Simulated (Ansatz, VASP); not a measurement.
This is a calculation of NaY for Ansatz 0.2.0. The cell comes from a database or a generator and needn't be the stable form of this composition.

File input.yaml:

```yaml
crystal:
  lattice:
    - [4.01188, 0.0, 0.0]
    - [0.0, 4.01188, 0.0]
    - [0.0, 0.0, 4.01188]
  atoms:
    - { symbol: Na, position: [0.0, 0.0, 0.0] }
    - { symbol: "Y", position: [0.5, 0.5, 0.5] }
hamiltonian:
  xc: pbe
  pseudopotentials: { kind: paw }
kpoints:
  mp_grid: { grid: [5, 5, 5] }
scf:
  occupations: { method: fermi_dirac, width: 0.05 }
output:
  forces: true
  stress: true
  eigenvalues: true
  write_density: true
  write_potential: true
  elf: true
  volumetric_format: npy
relax:
  f_tol: 0.01
  max_steps: 40
  cell: { stress_tol: 0.05 }
```

Potentials or basis: Ansatz PAW.

Run with:

```sh
$ ansatz run input.yaml --threads 2 --pin off --max-ram 5632MiB --backend cpu --events-out ev --progress --plain --runs-dir out
```

Set up the same calculation for VASP 6.6.1. Potentials or basis there: PBE PAW files Na_pv, Y_sv, 600 eV.

As run (cutoffs and basis follow the program's own potentials, and thresholds, step limits or extra output files can differ):

The input INCAR:

```
SYSTEM = NaY
  PREC = Accurate
  ENCUT = 600
  EDIFF = 1E-6
  ISMEAR = -1
  SIGMA = 0.05
  LREAL = .False.
  LASPH = .True.
  NELM = 100
  ALGO = Normal
  ISIF = 3
  LWAVE = .False.
  LCHARG = .False.
  GGA = PE
  IBRION = 2
  NSW = 40
  EDIFFG = -0.02
```

KPOINTS

```
regular mesh
0
Gamma
  5 5 5
  0 0 0
```

Contents of POSCAR:

```
NaY
1.0
    4.0118800000      0.0000000000      0.0000000000
    0.0000000000      4.0118800000      0.0000000000
    0.0000000000      0.0000000000      4.0118800000
Na Y
1 1
Direct
    0.0000000000      0.0000000000      0.0000000000
    0.5000000000      0.5000000000      0.5000000000
```

Potentials or basis: VASP PAW PBE potentials, release 64 (Na_pv, Y_sv).

Launch:

```console
$ cat potpaw_PBE.64/Na_pv/POTCAR potpaw_PBE.64/Y_sv/POTCAR > POTCAR
$ mpirun -np 1 vasp_std > vasp.out
```

Both were run:

|  | Ansatz | VASP |
| --- | --- | --- |
| Relaxed volume | 32.29 Å³/atom | 32.29 Å³/atom |
| Relaxed cell | a = 4.012 Å, b = 4.012 Å, c = 4.012 Å, α = 90.00°, β = 90.00°, γ = 90.00° | a = 4.012 Å, b = 4.012 Å, c = 4.012 Å, α = 90.00°, β = 90.00°, γ = 90.00° |
| Space group after relaxing | Pm-3m (No. 221) | Pm-3m (No. 221) |
| Pressure after relaxing | 0.0 GPa | -0.1 GPa |

Ansatz's pressure holds a Pulay term of +0.00 GPa for its cutoff of 420 eV, which the other run lacks.

The potentials hold 20 and 18 valence electrons a cell.

Where Ansatz's input types no cutoff or centring, it takes its own default and a Γ-centred mesh.

Pressure is positive in compression.
